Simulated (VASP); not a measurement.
Here is the system:

```
CELL_PARAMETERS angstrom
      0.00000     3.23511     3.23511
      3.23511     0.00000     3.23511
      3.23511     3.23511     0.00000
ATOMIC_POSITIONS crystal
  K  0.00000 0.00000 0.00000
  Br 0.50000 0.50000 0.50000
```

Calculation: vdW-DF-cx, VASP's PBE PAW potentials (set 64) (plane waves; VASP 6.6.1). Settings: 520 eV cut-off, 7×7×7 Γ-centred mesh, Gaussian smearing of 0.050 eV, potentials K_sv Br.

Give the stress tensor in GPa (positive for a compressed cell).

```
1.06  0.00  0.00
0.00  1.06  0.00
0.00  0.00  1.06
```
The pressure is its mean diagonal, 1.06 GPa.

The compound is KBr in the rock salt structure. This cell is one point of a volume scan, at 0.94 of the reference volume.
